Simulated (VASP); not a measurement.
# A VASP study of TaN (PBEsol): structure first, properties next, part 4 of 4

Wanted: the relaxed cell of TaN and its properties. The start is a computed cell from the Materials Project.

VASP 6.6.1; PBEsol; plane waves and PAW (Ta_pv, N).

So far. Step 5 (Bands along the symmetry lines (PBEsol)): There is no gap at this level. Step 6 (Total and projected DOS (PBEsol)): The finer mesh and the other smearing move the Fermi level by +0.10 eV from the 9×9×9 run, one measure of the sampling error in the zero of the bands above. Of the states within 0.3 eV of the Fermi level, the largest shares in the PAW spheres are Ta d 61 % and N p 11 %. The rest lies in smaller channels or between the spheres. The relaxed cell has a = 4.379 Å (conventional setting).

**7. Vibrations at Γ (PBEsol) (continued)**

The modes at Γ (shares of kinetic energy by element, %):

| mode | frequency (cm⁻¹) | symmetry | Ta % | N % |
| --- | --- | --- | --- | --- |
| 1 | 0.0 | acoustic | 93 | 7 |
| 2 | 0.0 | acoustic | 93 | 7 |
| 3 | 0.0 | acoustic | 93 | 7 |
| 4 | 414.9 | T1u | 7 | 93 |
| 5 | 414.9 | T1u | 7 | 93 |
| 6 | 414.9 | T1u | 7 | 93 |

Displacements in mode 4 (414.9 cm⁻¹), the largest set to 1:
```
Ta1  0.00  0.00 -0.08
N2   0.00  0.00  1.00
```

The three acoustic modes come out at zero, and all others are real. By the characters of their eigenvectors the optical modes sort into (cm⁻¹) infrared active: T1u 415.

**8. Electric field gradients (PBEsol)**

Field gradients probe how far the charge around each nucleus departs from cubic symmetry; LASPH keeps the non-spherical terms inside the spheres.

INCAR reads:

```
SYSTEM = TaN
PREC = Accurate
ENCUT = 520
EDIFF = 1E-07
NELM = 100
ISMEAR = 0
SIGMA = 0.05
LREAL = .FALSE.
ALGO = Normal
GGA = PS
NBANDS = 14
LASPH = .TRUE.
LORBIT = 11
LWAVE = .FALSE.
LCHARG = .FALSE.
KPAR = 2
LEFG = .TRUE.
```

POSCAR reads:

```
TaN
1.0
    0.0000000000      2.1896803542      2.1896803542
    2.1896803542      0.0000000000      2.1896803542
    2.1896803542      2.1896803542      0.0000000000
Ta N
1 1
Direct
    0.5000000000      0.5000000000      0.5000000000
    0.0000000000      0.0000000000      0.0000000000
```

KPOINTS reads:

```
Automatic mesh
0
Gamma
9 9 9
0 0 0
```

PAW data sets: Ta_pv and N (PBE family, release 64).

Command:

```bash
$ mpirun -np 2 vasp_std
```

Log:

```text
[... set-up lines as in an earlier step ...]
 entering main loop
       N       E                     dE             d eps       ncg     rms          rms(c)
[... 11 cycles as in an earlier step ...]
DAV:  12    -0.232141630801E+02    0.11470E-06   -0.34009E-06  1262   0.180E-02    0.296E-03
DAV:  13    -0.232141629402E+02    0.13994E-06   -0.15157E-07   944   0.329E-03    0.585E-04
DAV:  14    -0.232141629369E+02    0.32974E-08   -0.59533E-09   652   0.101E-03
ion   1
     0.0000000    -0.0000000    -0.0000000    -0.0000000     0.0000000    -0.0000000
     0.0000657    -0.0000000    -0.0000000    -0.0000000     0.0000000    -0.0000000
     0.0000905    -0.0000000    -0.0000000    -0.0000000     0.0000000    -0.0000000
     0.0001247    -0.0000000    -0.0000000    -0.0000000     0.0000000    -0.0000000
     0.0001717    -0.0000000    -0.0000000    -0.0000000     0.0000000    -0.0000000

     0.0000000    -0.0000000    -0.0000000    -0.0000000     0.0000000     0.0000000
     0.0000657    -0.0000000    -0.0000000    -0.0000000     0.0000000     0.0000000
     0.0000905    -0.0000000    -0.0000000    -0.0000000     0.0000000     0.0000000
     0.0001247    -0.0000000    -0.0000000    -0.0000000     0.0000000     0.0000000
     0.0001717    -0.0000000    -0.0000000    -0.0000000     0.0000000     0.0000000

ion   2
     0.0000000    -0.0000000    -0.0000000     0.0000000    -0.0000000    -0.0000000
     0.0000281    -0.0000000    -0.0000000     0.0000000    -0.0000000    -0.0000000
     0.0000381    -0.0000000    -0.0000000     0.0000000    -0.0000000    -0.0000000
     0.0000517    -0.0000000    -0.0000000     0.0000000    -0.0000000    -0.0000000
     0.0000701    -0.0000000    -0.0000000     0.0000000    -0.0000000    -0.0000000

     0.0000000    -0.0000000    -0.0000000     0.0000000    -0.0000000    -0.0000000
     0.0000281    -0.0000000    -0.0000000     0.0000000    -0.0000000    -0.0000000
     0.0000381    -0.0000000    -0.0000000     0.0000000    -0.0000000    -0.0000000
     0.0000517    -0.0000000    -0.0000000     0.0000000    -0.0000000    -0.0000000
     0.0000701    -0.0000000    -0.0000000     0.0000000    -0.0000000    -0.0000000

   1 F= -.23214163E+02 E0= -.23213676E+02  d E =-.974004E-03
```

Wall time 7.4 s (2 MPI ranks of Intel Xeon Platinum 8559C (Emerald Rapids), shared host); peak memory 0.26 GiB.

From OUTCAR (step 8):

```text
   NELECT =      16.0000    total number of electrons

 E-fermi :   9.4074

 k-point     1 :       0.0000    0.0000    0.0000
  band No.  band energies     occupation
    ...
      6       5.6901      2.00000
      7       5.6901      2.00000
      8       7.3529      2.00000
      9       7.3529      2.00000
     10       7.3529      2.00000
     11       9.5444      0.00011
     12       9.5444      0.00011
     13      11.1717      0.00000
     14      18.9006      0.00000

  Total       -0.0025617     -0.0025617     -0.0025617      0.0000000      0.0000000      0.0000000
  in kB       -0.1954664     -0.1954664     -0.1954664      0.0000000      0.0000000      0.0000000
  external PRESSURE =      -0.1954664 kB  Pullay stress =       0.0000000 kB

  FREE ENERGIE OF THE ION-ELECTRON SYSTEM (eV)
  ---------------------------------------------------
  free  energy   TOTEN  =       -23.2141629369 eV

  energy  without entropy=      -23.2131889330  energy(sigma->0) =      -23.21367593

 Electric field gradients after diagonalization (V/A^2)
 (convention: |V_zz| > |V_xx| > |V_yy|)
----------------------------------------------------------------------
 ion       V_xx      V_yy      V_zz     asymmetry (V_yy - V_xx)/ V_zz
----------------------------------------------------------------------
   1      -0.000    -0.000     0.000       0.000
   2      -0.000    -0.000     0.000       0.000
----------------------------------------------------------------------

[... 10 parts as in an earlier step ...]

[... 8 further parts left out ...]
```

Numbers from this step:

* electronic steps: 14
* irreducible k points: 35
* free energy (TOTEN): -23.21 eV
* Fermi energy: 9.407 eV
* pressure: -0.01955 GPa

Electric field gradients, by row:

| atom | Vxx (V/Å²) | Vyy (V/Å²) | Vzz (V/Å²) | asymmetry |
| --- | --- | --- | --- | --- |
| Ta1 | 0 | 0 | 0 | - |
| N2 | 0 | 0 | 0 | - |

All gradients vanish within the noise.

The run ends at a pressure of -0.02 GPa.

**9. Summary of results**

```json
{"relaxed volume": "10.50 Å³/atom", "relaxed conventional cell a, b, c": "4.379, 4.379, 4.379 Å", "space group after relaxing, within 0.02 Å": "Fm-3m (No. 225)", "band gap": "none, a metal", "DOS at the Fermi level": "0.709 states/eV/cell", "highest zone-centre mode": "415 cm⁻¹", "largest field gradient Vzz": "zero within the noise on all sites"}
```

In words: With PBEsol, TaN relaxes to 10.50 Å³/atom in space group Fm-3m (held by the symmetry of the run) and comes out as a metal. Bands along the symmetry lines (PBEsol): Of the bands kept, 3 cross the Fermi level on this path. Vibrations at Γ (PBEsol): The highest mode in this list at Γ, 414.9 cm⁻¹, is mostly motion of N (93 % of the kinetic energy). Spin-orbit coupling is left out, and with elements this heavy it would split and shift bands near the Fermi level. The k-sampling is coarse for a metal, so the Fermi level, pressures and the shape of the cell carry errors. Modes at Γ alone can't show that the crystal is stable at other wave vectors. No search among competing phases was made, and a listed structure need not be the one stable at ambient conditions. All values are for a static lattice at zero temperature.

[Lines on the potential files, build, host, timing and source positions are cut from VASP's logs without a mark.]

[Logs are printed without paths, hosts, clocks, repeated set-up lines and the standing remarks that a program may print on its own settings, such as how far it seeks lower states.]

[Hosts, paths, dates, database ids (printed as entryN), source tags and the programs' standing remarks are cut or masked in the printed files.]

[A measured line is paired with the nearest computed mode of its activity, which favours agreement.]
